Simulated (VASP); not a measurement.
# Li4NO (P4/mmm) in VASP: reference runs, part 2 of 2

VASP 6.6.1. The steps go on from the part before.

### 3 Single point, PBE (atoms moved at random, drawn with an rms of 0.05 Å)

Input file INCAR:

```
  ALGO = Normal
  EDIFF = 1E-7
  ENCUT = 520
  GGA = PE
  ISIF = 2
  ISMEAR = -1
  LASPH = True
  LCHARG = False
  LREAL = False
  LWAVE = False
  NBANDS = 20
  NELM = 80
  PREC = Accurate
  SIGMA = 0.05
```

Input file KPOINTS:

```
k-points
0
Gamma
  8 8 6
```

Input file POSCAR:

```
Li4NO
1.0
    3.3128660000      0.0000000000      0.0000000000
    0.0000000000      3.3128660000      0.0000000000
    0.0000000000      0.0000000000      4.9365180000
O N Li
1 1 4
Direct
    0.5005350000      0.4888430000      0.5016580000
    0.0144880000     -0.0074120000      0.0043310000
    0.4953970000      0.0164980000      0.2687240000
   -0.0022400000      0.5139380000      0.7296720000
    0.5004490000     -0.0067010000      0.7315260000
    0.0068420000      0.4933660000      0.2679380000
```

Potentials or basis: VASP PAW PBE potentials, release 64 (O, N, Li_sv).

Command:

```bash
$ cat potpaw_PBE.64/O/POTCAR potpaw_PBE.64/N/POTCAR potpaw_PBE.64/Li_sv/POTCAR > POTCAR
$ mpirun -np 1 vasp_std > vasp.out
```

OUTCAR:

```text
EDIFF = 1E-7
   ENCUT = 520
   GGA = PE
   ISIF = 2
   ISMEAR = -1
   LASPH = True
   LREAL = False
   NELM = 80
   PREC = Accurate

 ion  position               nearest neighbor table
   1  0.501  0.489  0.502-   3 1.94   5 2.00   4 2.00   6 2.00   4 2.01   5 2.02   6 2.04   3 2.09

   2  0.014  0.993  0.004-   3 2.06   4 2.09   5 2.10   6 2.10   6 2.11   3 2.16   5 2.17
   3  0.495  0.016  0.269-   1 1.94   2 2.06   1 2.09   2 2.16   6 2.26   5 2.29   6 2.32   6 2.37
                             6 2.42
   4  0.998  0.514  0.730-   1 2.00   1 2.01   2 2.09   6 2.28   5 2.29   5 2.30   5 2.39   5 2.40

   5  0.500  0.993  0.732-   1 2.00   1 2.02   2 2.10   2 2.17   3 2.29   4 2.29   4 2.30   4 2.39
                             4 2.40
   6  0.007  0.493  0.268-   1 2.00   1 2.04   2 2.10   2 2.11   3 2.26   4 2.28   3 2.32   3 2.37
                             3 2.42

  LATTYP: Found a simple tetragonal cell.
 ALAT       =     3.3128660000
 C/A-ratio  =     1.4901049424

  Lattice vectors:

 A1 = (   3.3128660000,   0.0000000000,   0.0000000000)
 A2 = (   0.0000000000,   3.3128660000,   0.0000000000)
 A3 = (   0.0000000000,   0.0000000000,   4.9365180000)

Analysis of symmetry for initial positions (statically):
=====================================================================
 Subroutine PRICEL returns:
 Original cell was already a primitive cell.

 Routine SETGRP: Setting up the symmetry group for a
 simple tetragonal supercell.

 Subroutine GETGRP returns: Found  1 space group operations
 (whereof  1 operations were pure point group operations)
 out of a pool of 16 trial point group operations.

The static configuration has the point symmetry C_1 .

Analysis of symmetry for dynamics (positions and initial velocities):
=====================================================================
 Subroutine PRICEL returns:
 Original cell was already a primitive cell.

 Routine SETGRP: Setting up the symmetry group for a
 simple tetragonal supercell.
[... 130 lines left out ...]
   IALGO  =     38    algorithm
   IMIX   =      4    mixing-type and parameters
     AMIX     =   0.40;   BMIX     =  1.00
     AMIX_MAG =   1.60;   BMIX_MAG =  1.00
  volume/ion in A,a.u.               =       9.03        60.94
  Fermi-wavevector in a.u.,A,eV,Ry     =   1.230386  2.325092 20.597167  1.513849
  Thomas-Fermi vector in A             =   2.365236
   LORBIT       =      0    0 simple, 1 ext, 2 COOP (PROOUT), +10 PAW based schemes
   GGA     = PE    functional components
   LHFCALC =     F    Hartree Fock is set to
   AEXX    =    0.0000 exact exchange contribution
   IVDW    =     0    specifies the selected vdW correction
   LEPSILON=     F    determine dielectric tensor
   LRPA    =     F    only Hartree local field effects (RPA)
 non-spin polarized calculation
  energy-cutoff  :      520.00
  volume of cell :       54.18
 maximum number of plane-waves:      1488
 NGX is ok and might be reduce to    28
   NGX = 13   NGY = 13   NGZ = 19

 number of electron      22.9999997 magnetization

 Free energy of the ion-electron system (eV)
  ---------------------------------------------------
  ext. energy  EPLUGINS =         0.00000000
  ---------------------------------------------------
  free energy    TOTEN  =       -26.47294565 eV

  energy without entropy =      -26.44620840  energy(sigma->0) =      -26.45957702

 E-fermi :   1.6629     XC(G=0):  -9.4982

 val. band max:        1.6609269641   @ k =  -0.2500  -0.1250   0.1667
 cond. band min:       1.6641021246   @ k =  -0.1250   0.1250   0.1667
 fundamental gap:      0.0031751605
 Fermi energy:         1.6629447690

 k-point     1 :       0.0000    0.0000    0.0000
  band No.  band energies     occupation
      1     -42.1252      2.00000
      2     -42.0274      2.00000
      3     -41.9207      2.00000
      4     -41.8426      2.00000
      5     -14.5450      2.00000
      6     -10.1084      2.00000
[... 541 lines left out ...]
     19      14.3639      0.00000
     20      14.5956      0.00000

 [... further k-points ...]
[... 5 lines left out ...]
  --------------------------------------------------------------------------------------
  -------------------------------------------------------------------------------------
  Total       -0.7177659     -0.7108666     -0.0289508     -0.0104603      0.0379868      0.0295996
  in kB      -21.2258416    -21.0218170     -0.8561352     -0.3093335      1.1233481      0.8753216
  external PRESSURE =     -14.3679313 kB  Pullay stress =       0.0000000 kB

 VOLUME and BASIS-vectors are now :
 -----------------------------------------------------------------------------
  energy-cutoff  :      520.00
  volume of cell :       54.18
      direct lattice vectors                 reciprocal lattice vectors
     3.312866000  0.000000000  0.000000000     0.301853440  0.000000000  0.000000000
     0.000000000  3.312866000  0.000000000     0.000000000  0.301853440  0.000000000
     0.000000000  0.000000000  4.936518000     0.000000000  0.000000000  0.202571934

 POSITION                                       TOTAL-FORCE (eV/Angst)
 -----------------------------------------------------------------------------------
      1.65821      1.61947      2.47644         0.037974      0.259644      0.014057
      0.04800      3.28831      0.02138        -0.218481      0.106889     -0.172534
      1.64118      0.05466      1.32656         0.177647     -0.328844     -0.229805
      3.30545      1.70261      3.60204         0.063348     -0.283189      0.304697
      1.65792      3.29067      3.61119         0.030992      0.116192      0.292500
      0.02267      1.63446      1.32268        -0.091480      0.129308     -0.208915
 -----------------------------------------------------------------------------------
    total drift:                               -0.000111     -0.000096     -0.000123

  FREE ENERGIE OF THE ION-ELECTRON SYSTEM (eV)
  ---------------------------------------------------
  free  energy   TOTEN  =       -26.4729456519 eV

  energy  without entropy=      -26.4462083951  energy(sigma->0) =      -26.45957702
```

It took 89 s on 1 thread of Intel Xeon 6975P-C (Granite Rapids), shared host; peak memory 0.3 GiB.

Results:

* Free energy: -26.4729 eV
* Largest force: 0.439 eV/Å
* Band gap on the k mesh: none (metal or under the smearing width)

Forces in eV/Å, atoms in the order of the input:
```
O    0.038  0.260  0.014
N   -0.218  0.107 -0.173
Li   0.178 -0.329 -0.230
Li   0.063 -0.283  0.305
Li   0.031  0.116  0.292
Li  -0.091  0.129 -0.209
```

Caveat: the cutoff is under 1.25 times the usual one of these potentials, so pressure, stress and relaxed cells hold a basis-set (Pulay) error; an odd number of electrons without spin polarisation forces a metal; a magnetic or distorted state may lie lower.
